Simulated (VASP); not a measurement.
Input of a VASP 6.6.1 run:

The input POSCAR:

```
GaW
1.0
    1.4234730227      2.4655275986      0.0000000000
   -1.4234730227      2.4655275986      0.0000000000
    0.0000000000      0.0000000000      4.3873024075
W Ga
1 1
Direct
    0.0000000000      0.0000000000      0.0000000000
    0.6666666667      0.6666666667      0.5000000000
```

INCAR.step1

```
PREC = Accurate ; ENCUT = 520
ISMEAR = -1 ; SIGMA = 0.1
LREAL = F ; LASPH = T
NELM = 150 ; LMAXMIX = 4
LDAU = T ; LDAUTYPE = 2
LDAUL = 2 -1 ; LDAUU = 1.68 0
LDAUJ = 0 0 ; NBANDS = 20
GGA = PE ; ALGO = Normal
EDIFF = 1E-4 ; LWAVE = T
LCHARG = F
```

INCAR.step2

```
PREC = Accurate ; ENCUT = 520
EDIFF = 1E-6 ; ISMEAR = -1
SIGMA = 0.1 ; LREAL = F
LASPH = T ; NELM = 150
ALGO = Normal ; ISIF = 2
LWAVE = F ; LCHARG = F
LMAXMIX = 4 ; LDAU = T
LDAUTYPE = 2 ; LDAUL = 2 -1
LDAUU = 1.68 0 ; LDAUJ = 0 0
LDAUPRINT = 1 ; METAGGA = R2SCAN
LMIXTAU = T ; NBANDS = 20
ISTART = 1
```

File KPOINTS:

```
Automatic mesh
0
Gamma
  12 12 10
```

Potentials or basis: VASP PAW PBE potentials, release 64 (W_sv, Ga_d).

Command:

```bash
$ cat potpaw_PBE.64/W_sv/POTCAR potpaw_PBE.64/Ga_d/POTCAR > POTCAR
$ cp INCAR.step1 INCAR
$ mpirun -np 1 vasp_std > vasp.out
$ cp INCAR.step2 INCAR
$ mpirun -np 1 vasp_std > vasp.out
```

Q: What does it give for the pressure?

A: 2.0 GPa.

Q: What does it give for the band gap on the k mesh?

A: None (metal or under the smearing width).

Stress tensor (GPa, compression positive):
```
2.27 0.00 0.00
0.00 2.27 0.00
0.00 0.00 1.35
```

Caveat: the PAW data sets were made with another functional, which shifts forces and pressure a little; U without spin polarisation on a metal has little footing; the U is typed as a test and isn't derived for this compound. Spin-orbit coupling is left out, which matters for the levels of W.
